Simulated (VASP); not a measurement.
Consider the following.

```
CELL_PARAMETERS angstrom
      3.17967     0.00000     0.00000
     -1.58984     2.75367     0.00000
      0.00000     0.00000     3.53140
ATOMIC_POSITIONS crystal
  Hf 0.00000 0.00000 0.00000
  B  0.33333 0.66667 0.50000
  B  0.66667 0.33333 0.50000
```

The numbers are results of PBE GGA, VASP's PBE PAW potentials (set 64) (plane waves; VASP 6.6.1), not measurements. Run with 400 eV cut-off, 8×8×6 Γ-centred mesh, Fermi-Dirac smearing of 0.10 eV, potentials Hf_pv B.

At this cut-off the stress carries a Pulay error, which pulls relaxed volumes low.

Question: Give the stress tensor in GPa (positive for a compressed cell).

Answer: 
```
-8.58   0.00   0.00
 0.00  -8.58   0.00
 0.00   0.00  -8.19
```
The pressure is its mean diagonal, -8.45 GPa.

The structure comes from a computed database's HfB2 entry; how it stands against other phases isn't given here. The cell was not relaxed at this level.
